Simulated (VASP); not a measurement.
```yaml
crystal:
  lattice:
    - [2.75100, 0.00000, 0.00000]
    - [0.00000, 2.75100, 0.00000]
    - [0.00000, 0.00000, 2.75100]
  atoms:
    - { symbol: Be, position: [0.00000, 0.00000, 0.00000] }
    - { symbol: Rh, position: [0.50000, 0.50000, 0.50000] }
```

Method: PBEsol GGA, VASP's PBE PAW potentials (set 64) (plane waves; VASP). Run with 400 eV cut-off, Gaussian smearing of 0.050 eV, potentials Be Rh_pv.

Question: Give the energies of bands 4 to 10 at the high-symmetry points, in eV from the Fermi level.

Answer: 
```
band      Γ      X      M      R
----  -----  -----  -----  -----
4     -8.77  -6.03  -5.82  -5.33
5     -4.31  -3.67  -3.40  -5.33
6     -4.31  -3.45  -1.35  -5.33
7      0.02  -2.10  -1.35   1.43
8      0.02  -2.10  -0.62   1.43
9      0.02   0.22  -0.62   6.16
10     6.82   2.55   1.33   7.48
```

It has no gap at this level: it comes out as a metal or semimetal.

The structure comes from a computed database's BeRh entry (Pm-3m); how it stands against other phases isn't given here. It was relaxed first. The electron count is odd and the run is not spin-polarised, which forces a metal.
